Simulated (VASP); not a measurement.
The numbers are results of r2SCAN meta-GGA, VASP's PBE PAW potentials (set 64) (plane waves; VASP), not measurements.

VASP ran on this input.

POSCAR:
```
Cd
1
    1.4900000000    -2.5807560000     0.0000000000
    1.4900000000     2.5807560000     0.0000000000
    0.0000000000     0.0000000000     5.6200000000
Cd
2
Direct
  0.3333330000   0.6666670000   0.2500000000
  0.6666670000   0.3333330000   0.7500000000
```

File KPOINTS:
```
Regular mesh
0
G
  13 13 6
```

**INCAR**
```
ALGO=Normal
EDIFF=1E-6
EDIFFG=-0.01
ENCUT=400
IBRION=2
ISIF=3
ISMEAR=1
LASPH=.TRUE.
LCHARG=.FALSE.
LMAXMIX=4
LMIXTAU=.TRUE.
LREAL=.FALSE.
LWAVE=.FALSE.
METAGGA=R2SCAN
NELM=100
NSW=60
PREC=Accurate
SIGMA=0.1
SYSTEM=Cd
```

POTCAR, in this order: Cd (PBE.64 set). Program: vasp_std.

**Question.** What will the output report for the number of irreducible k-points (NKPTS), largest plane-wave count, number of space-group operations, FFT grid (NGX, NGY, NGZ)?

**Answer.** 
| Quantity | Result |
|---|---|
| number of irreducible k-points (NKPTS) | 84 |
| largest plane-wave count | 800 |
| number of space-group operations | 24 |
| FFT grid (NGX, NGY, NGZ) | 20 × 20 × 40 |

The compound is Cd in the hcp structure. This run relaxes it. Symmetry was kept, so distortions that lower it aren't found.
